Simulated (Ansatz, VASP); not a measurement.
## Tl: VASP beside Ansatz

Aim: how closely do two programs agree when they are given the same cell, functional and k mesh?

Calculated with Ansatz 0.2.0; plane waves, with VASP 6.6.1 beside it; relaxation of cell and atoms at PBEsol.

## 1. Starting point

The structure is hexagonal, space group P6_3/mmc (No. 194). Conventional cell: a = 3.460 Å, b = 3.460 Å, c = 5.533 Å, α = 90.00°, β = 90.00°, γ = 120.00°. Nearest to Tl lie 12 Tl at 3.41 to 3.46 Å.

## 2. VASP: relaxation of cell and atoms, PBEsol

The relaxed volume is the usual yardstick between codes: its relative difference is about their pressure difference at one cell divided by the bulk modulus.

Lines of VASP's logs that name or quote its potential files are left out, and so is its time.

Input file INCAR:

```
SYSTEM = Tl
PREC = Accurate
ENCUT = 420
EDIFF = 1E-06
NELM = 120
ISMEAR = 1
SIGMA = 0.15
LREAL = .FALSE.
ALGO = Normal
GGA = PS
NBANDS = 9
LORBIT = 11
LWAVE = .FALSE.
LCHARG = .FALSE.
KPAR = 4
IBRION = 2
NSW = 30
ISIF = 3
EDIFFG = -0.01
POTIM = 0.4
```

Input file POSCAR:

```
Tl
1.0
    3.4600000000      0.0000000000      0.0000000000
   -1.7300000000      2.9964478971      0.0000000000
    0.0000000000      0.0000000000      5.5325400000
Tl
2
Direct
    0.0000000000      0.0000000000      0.0000000000
    0.3333333333      0.6666666667      0.5000000000
```

Input file KPOINTS:

```
Automatic mesh
0
Gamma
13 13 7
0 0 0
```

Potentials, in the order of the species: Tl (PBE family, release 64).

The run is started by

```bash
$ mpirun -np 4 vasp_std
```

Numbers of over 12 decimals in the logs are rounded to 6 here.

Log:

```text
[banner, memory and clock lines left out]
running    4 mpi-ranks, on    1 nodes
 distrk:  each k-point on    1 cores,    4 groups
 distr:  one band on    1 cores,    1 groups

 POSCAR found type information on POSCAR Tl
 POSCAR found :  1 types and       2 ions
|                                                                             |
|               ----> ADVICE to this user running VASP <----                  |
|                                                                             |
|     You enforced a specific xc type in the INCAR file but a different       |
|     [... a line on the potential file left out ...]
|     I HOPE YOU KNOW WHAT YOU ARE DOING!                                     |
|                                                                             |

 LDA part: xc-table for (Slater+PW92), standard interpolation
 POSCAR, INCAR and KPOINTS ok, starting setup
 FFT: planning ... GRIDC
 FFT: planning ... GRID_SOFT
 FFT: planning ... GRID
 WAVECAR not read
 entering main loop
       N       E                     dE             d eps       ncg     rms          rms(c)
DAV:   1     0.132223046770E+02    0.13222E+02   -0.16247E+03  1512   0.403E+02
DAV:   2    -0.468264884051E+01   -0.17905E+02   -0.17494E+02  2181   0.623E+01
DAV:   3    -0.532290581772E+01   -0.64026E+00   -0.63942E+00  2026   0.128E+01
DAV:   4    -0.532817009843E+01   -0.52643E-02   -0.52638E-02  1822   0.134E+00
DAV:   5    -0.532825118543E+01   -0.81087E-04   -0.81085E-04  1875   0.151E-01    0.594E-01
DAV:   6    -0.530755923524E+01    0.20692E-01   -0.46402E-03  1695   0.277E-01    0.359E-01
DAV:   7    -0.529512366504E+01    0.12436E-01   -0.12445E-02  1589   0.450E-01    0.328E-02
DAV:   8    -0.529527483904E+01   -0.15117E-03   -0.29598E-04  1887   0.978E-02    0.635E-03
DAV:   9    -0.529527109130E+01    0.37477E-05   -0.62515E-06  1866   0.137E-02    0.151E-03
DAV:  10    -0.529527534879E+01   -0.42575E-05   -0.16560E-06  1403   0.569E-03    0.711E-04
DAV:  11    -0.529527549670E+01   -0.14791E-06   -0.63335E-08   854   0.160E-03
   1 F= -.52952755E+01 E0= -.52952993E+01  d E =-.529528E+01
[...]
2 F= -.52981258E+01 E0= -.52981438E+01  d E =-.285031E-02
[...]
3 F= -.52997159E+01 E0= -.52995759E+01  d E =-.444040E-02
[...]
4 F= -.52998149E+01 E0= -.52996171E+01  d E =-.453940E-02
[...]
5 F= -.53004977E+01 E0= -.53002200E+01  d E =-.682819E-03
 trial-energy change:   -0.000683  1 .order   -0.000689   -0.001117   -0.000262
 step:   1.7170(harm=  1.6916)  dis= 0.00000  next Energy=    -5.300540 (dE=-0.725E-03)
 bond charge predicted
       N       E                     dE             d eps       ncg     rms          rms(c)
DAV:   1    -0.530056112478E+01   -0.63884E-04   -0.23412E-03  1861   0.239E-01    0.175E-02
DAV:   2    -0.530055264929E+01    0.84755E-05   -0.51415E-05  1564   0.408E-02    0.112E-02
DAV:   3    -0.530054325512E+01    0.93942E-05   -0.17063E-05  1625   0.167E-02    0.121E-03
DAV:   4    -0.530054336471E+01   -0.10959E-06   -0.37699E-07   976   0.378E-03
   6 F= -.53005434E+01 E0= -.53002436E+01  d E =-.728469E-03
 curvature:  -1.07 expect dE=-0.365E-05 dE for cont linesearch -0.362E-07
 trial: gam=-0.03052 g(F)=  0.342E-49 g(S)=  0.342E-05 ort = 0.609E-05 (trialstep = 0.138E+01)
 search vector abs. value=  0.406E-05
 reached required accuracy - stopping structural energy minimisation
```

From OUTCAR (step 2):

```text
ion  position               nearest neighbor table
   1  0.000  0.000  0.000-   2 3.41   2 3.41   2 3.41   2 3.41   2 3.41   2 3.41
   2  0.333  0.667  0.500-   1 3.41   1 3.41   1 3.41   1 3.41   1 3.41   1 3.41

  LATTYP: Found a hexagonal cell.
 ALAT       =     3.4600000000
 C/A-ratio  =     1.5990000000

 Subroutine GETGRP returns: Found 24 space group operations
 (whereof 12 operations were pure point group operations)

The static configuration has the point symmetry D_3h.
 The point group associated with its full space group is D_6h.

 Found     84 irreducible k-points:

   k-points           NKPTS =     84   k-points in BZ     NKDIM =     84   number of bands    NBANDS=      9

   dimension x,y,z NGX =    24 NGY =   24 NGZ =   40
   dimension x,y,z NGXF=    48 NGYF=   48 NGZF=   80

   ENCUT  =  420.0 eV  30.87 Ry    5.56 a.u.   5.78  5.78  9.24*2*pi/ulx,y,z

   NELECT =       6.0000    total number of electrons

 k-points in reciprocal lattice and weights: Automatic mesh
   0.00000000  0.00000000  0.00000000       0.001
   0.07692308 -0.00000000  0.00000000       0.005
   0.15384615 -0.00000000  0.00000000       0.005
   0.23076923 -0.00000000  0.00000000       0.005
   0.30769231 -0.00000000  0.00000000       0.005
   0.38461538 -0.00000000  0.00000000       0.005
   0.46153846  0.00000000  0.00000000       0.005
   0.07692308  0.07692308  0.00000000       0.005
   0.15384615  0.07692308  0.00000000       0.010
[...]
0.38461538  0.23076923  0.42857143       0.010
   0.30769231  0.30769231  0.42857143       0.010

 average (electrostatic) potential at core
       1 -40.5740       2 -40.5740

 E-fermi :   4.3915

 k-point     1 :       0.0000    0.0000    0.0000
  band No.  band energies     occupation
      1      -5.6554      2.00000
      2      -0.5084      2.00000
      3       1.6173      2.00000
      4      11.9326      0.00000
      5      11.9326      0.00000
      6      13.4192      0.00000
      7      13.4192      0.00000
      8      13.6036      0.00000
    ...

 k-point     2 :       0.0769   -0.0000    0.0000
  band No.  band energies     occupation
      1      -5.5472      2.00000
      2      -0.4299      2.00000
      3       1.7582      2.00000
      4      10.6550      0.00000
      5      11.4049      0.00000
      6      12.7076      0.00000
      7      13.9146      0.00000
      8      14.3590      0.00000
    ...

 k-point     3 :       0.1538   -0.0000    0.0000
  band No.  band energies     occupation
      1      -5.2216      2.00000
      2      -0.1967      2.00000
      3       2.1734      2.00000
      4       8.6289      0.00000
      5      10.5137      0.00000
      6      11.7550      0.00000
      7      13.3420      0.00000
      8      13.6017      0.00000
    ...

  Total        0.0034822      0.0034822      0.0123675      0.0000000     -0.0000000     -0.0000000
  in kB        0.0978320      0.0978320      0.3474607      0.0000000     -0.0000000     -0.0000000
  external PRESSURE =       0.1810416 kB  Pullay stress =       0.0000000 kB

  energy-cutoff  :      420.00
  volume of cell :       57.03
      direct lattice vectors                 reciprocal lattice vectors
     3.487873229  0.000000000  0.000000000     0.286707668  0.165530749  0.000000000
    -1.743936615  3.020586822 -0.000000000     0.000000000  0.331061499 -0.000000000
    -0.000000000  0.000000000  5.412975863    -0.000000000  0.000000000  0.184741263

 POSITION                                       TOTAL-FORCE (eV/Angst)
 -----------------------------------------------------------------------------------
     -0.00000      0.00000      5.41298        -0.000000      0.000000      0.000000
     -0.00000      2.01372      2.70649         0.000000     -0.000000     -0.000000
 -----------------------------------------------------------------------------------
    total drift:                                0.000000     -0.000000     -0.000000

  FREE ENERGIE OF THE ION-ELECTRON SYSTEM (eV)
  ---------------------------------------------------
  free  energy   TOTEN  =        -5.3005433647 eV

  energy  without entropy=       -5.2996439283  energy(sigma->0) =       -5.30024355

 reached required accuracy - stopping structural energy minimisation

 total charge
# of ion       s       p       d       tot
------------------------------------------
    1        1.633   0.702   0.073   2.407
    2        1.633   0.702   0.073   2.407
--------------------------------------------------
tot          3.265   1.405   0.145   4.815

[... 3 further parts left out ...]
```

The data set Tl keeps the semicore shell frozen, which is cheaper and a little less accurate. The run keeps the 24 symmetry operations of its start, so it cannot find a distortion of lower symmetry.

## 3. Ansatz: relaxation of cell and atoms, PBEsol

Ansatz runs on its default PAW (the set named soft_2) files.

The same cell, functional, mesh and smearing now go to Ansatz, which takes its cutoff from its data sets.

Input file input.yaml:

```yaml
crystal:
  lattice:
    - [3.46, 0.0, 0.0]
    - [-1.73, 2.9964478971, 0.0]
    - [0.0, 0.0, 5.53254]
  atoms:
    - { symbol: Tl, position: [0.0, 0.0, 0.0] }
    - { symbol: Tl, position: [0.3333333333, 0.6666666667, 0.5] }
hamiltonian:
  xc: pbesol
  pseudopotentials: { kind: paw }
kpoints:
  mp_grid: { grid: [13, 13, 7] }
scf:
  occupations: { method: methfessel_paxton, width: 0.15 }
relax:
  f_tol: 0.01
  max_steps: 60
  cell: { stress_tol: 0.05 }
output:
  forces: true
  stress: true
  write_density: true
  write_potential: true
  elf: true
  volumetric_format: npy
```

The run is started by

```bash
$ ansatz run input.yaml --threads 4 --pin off --max-ram 9216MiB --backend cpu --events-out ev --progress --plain --runs-dir out
```

Log:

```text
Engine: ansatz 0.2.0, aarch64-unknown-linux-gnu
Pseudopotentials: kind: paw
Pseudopotential: Tl, paw, valence charge 13, recommended cutoff 420 eV (normal), Tl.paw.azcp
Functional definition: PBEsol
  exchange = pbesol_x
  correlation = pbesol_c
Crystal: 2 atoms, lattice volume = 57.360 Å³
Basis set: ecut = 420 eV, 1105 PW (Γ), exchange–correlation on 48×48×80 points (8 copies of the dense FFT grid, shifted against one another)
Bands: 17, of which v1, the nominal top of the filled ones, is band 13 counted from 1 (12 counted from 0)
Symmetry: 24 space group operations
Space group: P63/mmc (ITA 194), of the structure as read, at distance tolerance 3.9e-5 Å
k-points: 84 of 1183
Non-local potential: Tl, projectors of the file, l = 0: 2, l = 1: 2, l = 2: 2, l = 3: 1
PAW form: soft (Blöchl's): semilocal exchange-correlation on the pseudo side does not see the compensation charge
PAW frozen core: Tl, regenerated for the run's functional, and the local potential with it (the file was generated under x = pbe(κ = 0.804, μ = 0.219515), c = pbe(β = 0.066725))
PAW one-centre angular grid: Tl, 590 points (default); XC on 64 Gauss nodes
Initial density: superposition of atomic densities (neutral atoms: chi_scale 0, normalization atom), corrected by the library's trained network
Initial wavefunctions: pseudopotential atomic-orbital guess
Functional: x = pbesol(κ = 0.804, μ = 0.123457), c = pbesol(β = 0.046)
SCF iter   1: F=—  HF=-22591.357354 eV  |F-HF|=—  |Δ(HF+E_count)|=         —  Δρ=2.63e-3  dr2=4.50e-3  ethr=1.77e-3  ⟨swp⟩=5.4  Hψ=6797  notcnv=0
preconditioner: auto → Kerker (q_TF=auto, 2.391 Å⁻¹)  [metal: Δε(μ)=0.080 eV  Ē_g=13.639 eV  σ=0.150 eV  W_gap=0.42  n_scr=22 (ndim 8)  ℏωp=25.0 eV  f_vac=0.000  D(μ)=0.86/eV (n_scr^D=2)]
SCF iter   2: F=—  HF=-22591.354151 eV  |F-HF|=—  |Δ(HF+E_count)|=   3.20e-3  S|Δr|=    0.00e0  Δρ=1.06e-3  dr2=8.86e-4  ethr=1.73e-5  ⟨swp⟩=2.5  Hψ=3104  notcnv=0
SCF iter   3: F=—  HF=-22591.353830 eV  |F-HF|=—  |Δ(HF+E_count)|=   3.21e-4  S|Δr|=    0.00e0  Δρ=2.90e-4  dr2=6.13e-5  ethr=3.41e-6  ⟨swp⟩=2.0  Hψ=2270  notcnv=0
SCF iter   4: F=—  HF=-22591.353819 eV  |F-HF|=—  |Δ(HF+E_count)|=   1.06e-5  S|Δr|=    0.00e0  Δρ=8.33e-5  dr2=2.76e-6  ethr=2.36e-7  ⟨swp⟩=2.5  Hψ=2457  notcnv=0
SCF iter   5: F=—  HF=-22591.353819 eV  |F-HF|=—  |Δ(HF+E_count)|=   3.06e-7  S|Δr|=    0.00e0  Δρ=2.33e-5  dr2=2.08e-7  ethr=1.06e-8  ⟨swp⟩=2.0  Hψ=2503  notcnv=0
SCF iter   6: F=-22591.353819 eV  HF=-22591.353819 eV  |F-HF|=3.25e-9  |Δ(HF+E_count)|=   4.29e-8  S|Δr|=    0.00e0  Δρ=4.18e-6  dr2=8.24e-9  ethr=3.85e-10  ⟨swp⟩=6.9  Hψ=7717  notcnv=0
SCF 1 converged in 6 iterations: F = -22591.353819 eV  dr2 = 8.24e-9
  greatest PAW one-centre occupation: 0.962 electrons in one spin orbital (limit 2), on the Tl atom at site 1 (counted from 0), in its partial waves of l = 2
relax step   1: F+E_penalty+E_count = -22591.35381890 eV  Δ(F+E_penalty+E_count) = +0.000e0 eV  max|allowed force component| = 1.388e-17 eV/Å  Δτ_max = 0.0000 Å  P = -0.119 GPa  Ω = 57.360 Å³  (6 SCF iters, dr2 threshold 1.00e-7 eV, accepted)
[...]
relax step   2: F+E_penalty+E_count = -22591.35756776 eV  Δ(F+E_penalty+E_count) = -3.749e-3 eV  max|allowed force component| = 2.949e-17 eV/Å  Δτ_max = 0.0000 Å  P = +0.022 GPa  Ω = 57.189 Å³  energy of the carried Pulay correction = +4.464e-5 eV  (4 SCF iters, dr2 threshold 2.00e-7 eV, accepted)
[...]
relax step   3: F+E_penalty+E_count = -22591.35840330 eV  Δ(F+E_penalty+E_count) = -8.355e-4 eV  max|allowed force component| = 1.388e-17 eV/Å  Δτ_max = 0.0000 Å  P = -0.129 GPa  Ω = 57.566 Å³  energy of the carried Pulay correction = -4.947e-5 eV  (4 SCF iters, dr2 threshold 2.00e-7 eV, accepted)
[...]
relax step   4: F+E_penalty+E_count = -22591.35875328 eV  Δ(F+E_penalty+E_count) = -3.500e-4 eV  max|allowed force component| = 1.677e-17 eV/Å  Δτ_max = 0.0000 Å  P = +0.060 GPa  Ω = 57.224 Å³  energy of the carried Pulay correction = +3.669e-5 eV  (4 SCF iters, dr2 threshold 1.09e-7 eV, accepted)
[...]
relax step   5: F+E_penalty+E_count = -22591.35875199 eV  Δ(F+E_penalty+E_count) = +1.293e-6 eV  max|allowed force component| = 1.099e-17 eV/Å  Δτ_max = 0.0000 Å  P = -0.005 GPa  Ω = 57.319 Å³  energy of the carried Pulay correction = +1.264e-5 eV  (4 SCF iters, dr2 threshold 2.37e-8 eV, accepted)
[...]
relax step   6: F+E_penalty+E_count = -22591.35874858 eV  Δ(F+E_penalty+E_count) = +3.408e-6 eV  max|allowed force component| = 1.099e-17 eV/Å  Δτ_max = 0.0000 Å  P = -0.006 GPa  Ω = 57.319 Å³  stress off target by 9.29e-3 GPa  SCF on the basis re-selected at this cell (its energy is not comparable with the rows above)  (4 SCF iters)
basis re-selected at this cell: Δ(F+E_penalty+E_count) = +3.408e-6 eV, ΔP = -0.001 GPa vs the last step (what re-selecting the basis moved, of the pressure what is left beyond the Pulay correction that the steps carried, after the strain that the cell walked since its last selection, with what the two solves' SCF thresholds leave and, on support functions, any second-order correction that the steps lacked; it is no m [...]
SCF converged after 4 iterations
Stability not checked: this state was not tested for a lower state beside it, because cold or Methfessel-Paxton smearing, or corrected tetrahedra, fill the levels in a way that the test cannot read (fill_not_monotonic; see scf.lower_state_search)
Free energy (F): -22591.358749 eV
Harris-Foulkes:  -22591.358749 eV  (|F-HF|=0.00e0)
Internal energy: -22591.357945 eV  (E = F + TS)
E sigma→0 (E₀):  -22591.358548 eV
Entropy (-TS):   -0.000803 eV (-0.402 meV/atom)
Fermi energy:    10.160594 eV
--- Per-component energies (eV) ---
  E_band       = 11.588375
  E_kinetic    = 667.174235
  E_local      = -1754.704869  (includes V_loc(G=0)·N_el)
  E_nonlocal   = 638.260069
  E_hartree    = 646.256303
  E_xc         = -457.848061
  E_vxc        = -284.773081  (∫ρ·V_xc dr)
  E_paw        = -20034.696996  (= ΣΔE_a)
  E_vpaw       = -546.880625  (= ΣTr[D̂ρ^β])
  E_aug_tail   = 0.000068  (compensation charges beyond the density's cutoff)
  E_ewald      = -2295.875225
  E_core_change = 0.076530  (= ΣΔE_core)
  E_smearing   = -0.000803  (= −TS)
  E_closure    = 0.000000  (closes the sum)
  Σ components = -22591.358749   (vs F -22591.358749, Δ=0.00e0)
--- Forces (eV/Å), atoms counted from 1 ---
  atom   1  Tl     0.00000000     0.00000000    -0.00000000
  atom   2  Tl    -0.00000000    -0.00000000     0.00000000
  max |Σ_I F_I| component: 3.47e-18 eV/Å
--- Stress (GPa, compression-positive) ---
       -0.004979      -0.000000       0.000000
       -0.000000      -0.004979       0.000000
        0.000000       0.000000      -0.009289
  P = ⅓ Tr σ = -0.0064 GPa (-0.064 kbar)
--- Band table (eV; the first three rows and the last of 84) ---
  k-point 0: bands = [... 9 lower, -0.8433, 0.1457, 5.3756, 7.4371, 17.7894, 17.7894, 19.9455, 19.9455]
  k-point 1: bands = [... 9 lower, -0.8499, 0.2604, 4.4823, 8.5592, 17.8843, 17.8843, 19.8399, 19.8399]
  k-point 2: bands = [... 9 lower, -0.8739, 0.6171, 3.2092, 10.5167, 17.7706, 18.1588, 18.1588, 19.5304]
  k-point 83: bands = [... 9 lower, -0.8279, 5.7697, 6.0430, 9.0950, 9.3077, 10.2895, 11.0398, 17.4946]
--- Relaxed structure (5 steps of the walk, 5 accepted, 1 SCFs on fresh bases) ---
  F+E_penalty+E_count = -22591.35874858 eV   max|allowed force component| = 1.099e-17 eV/Å   (the final SCF, on the basis selected at the relaxed cell)
  cell:  # Å, volume = 57.3187 Å³
    - [3.493514, 0.0, 0.0]
    - [-1.746757, 3.025472, -5.605657697067083e-19]
    - [0.0, -1.0350096681266232e-18, 5.423016]
  atoms:
    - { symbol: Tl, position: [9.25185853962003e-18, -5.08852219630634e-17, 0] }
    - { symbol: Tl, position: [0.333333, 0.666667, 0.500000] }
```

Run time: 6.3 s. Hardware: 4 threads of Arm Neoverse V2, shared host; peak memory 0.39 GiB; 22 s of CPU time.

## 4. Side by side

Known differences besides the potentials themselves: both relaxations stop at a tolerance, which leaves soft axes loose, and VASP keeps its plane-wave basis; the data sets hold 26 valence electrons in Ansatz (default PAW (the set named soft_2) files) and 6 in VASP; Ansatz makes its cores anew for this functional, VASP keeps those of its PBE data sets; VASP leaves aspherical gradient terms in its spheres out (LASPH is not set), Ansatz keeps them; Ansatz adds a Pulay correction to the stress that steers its cell, VASP none. Total energies have different zeros and are not compared.

Both answers:

```
                                         quantity  Ansatz   VASP  difference
                                      volume (Å³)   57.32  57.03     +0.51 %
edge a after relaxation, in the typed setting (Å)   3.494  3.488     +0.16 %
edge c after relaxation, in the typed setting (Å)   5.423  5.413     +0.18 %
```

The walks stopped with -0.01 GPa left in Ansatz and 0.02 GPa in VASP; each walk ends within a tolerance, so the volume difference is uncertain by about these residues over the bulk modulus, most in soft cells.

## 5. What came out

| Quantity | Value |
| --- | --- |
| difference in volume (relaxation of cell and atoms, PBEsol) | 0.51 % |

The difference in volume is 0.51 % (relaxation of cell and atoms, PBEsol), within the 1.2 % picked in this series as the mark of a large difference, as far as the stopping tolerances let one tell. Such differences can come from data sets, numerical settings and the points named under the comparisons, not from the functional's error against experiment.

[Lines on the potential files, build, host, timing and source positions are cut from VASP's logs without a mark.]

[Logs are printed without paths, hosts, clocks, repeated set-up lines and the standing remarks that a program may print on its own settings, such as how far it seeks lower states.]

[Hosts, paths, dates, database ids (printed as entryN), source tags and the programs' standing remarks are cut or masked in the printed files.]
